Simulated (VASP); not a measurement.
The system is Na3BeSb.

```
Na Be Sb
1.0
     4.46130    0.00000    0.00000
     0.00000    4.46130    0.00000
     0.00000    0.00000    4.46130
Na Be Sb
3 1 1
Direct
  0.00000 0.50000 0.50000
  0.50000 0.00000 0.50000
  0.50000 0.50000 0.00000
  0.50000 0.50000 0.50000
  0.00000 0.00000 0.00000
```

The cell was built by a generator and needn't be a form met in nature.

| Quantity | Value |
| --- | --- |
| Program | VASP 6.6.1 |
| Task | relaxation of cell and atoms |
| Functional | PBE |
| Potentials or basis | VASP PAW PBE potentials, release 64 (Na_pv, Be, Sb) |
| Cutoff | 600 eV |
| k mesh | 6 × 6 × 6 |
| Occupations | methfessel-paxton, width 0.2 eV |
| Spin | no spin polarisation |

At the start: pressure 21.2 GPa; volume 17.76 Å³/atom.

Q: Where does the relaxation end?

A: Over 6 steps the energy falls by 479.8 meV/atom and the volume is 28.74 Å³/atom (+61.8 %); space group Pm-3m (No. 221, to 0.05 Å).

The path:
```tsv
step	energy change (eV)	largest force (eV/Å)	pressure (GPa)	volume (Å³)
1	0.0000	0.0000	21.19	88.79
2	-2.1860	0.0000	3.70	122.53
3	-2.3666	0.0000	1.21	134.78
4	-2.3037	0.0000	-1.54	161.67
5	-2.3984	0.0000	-0.13	145.00
6	-2.3990	0.0000	0.00	143.69
```

Final structure:
```yaml
crystal:
  lattice:
    - [5.23775, 0.00000, 0.00000]
    - [0.00000, 5.23775, 0.00000]
    - [0.00000, 0.00000, 5.23775]
  atoms:
    - { symbol: Na, position: [0.00000, 0.50000, 0.50000] }
    - { symbol: Na, position: [0.50000, 0.00000, 0.50000] }
    - { symbol: Na, position: [0.50000, 0.50000, 0.00000] }
    - { symbol: Be, position: [0.50000, 0.50000, 0.50000] }
    - { symbol: Sb, position: [0.00000, 0.00000, 0.00000] }
```

Caveat: the volume moved by over 15 % at a fixed basis, so the end points are rough.
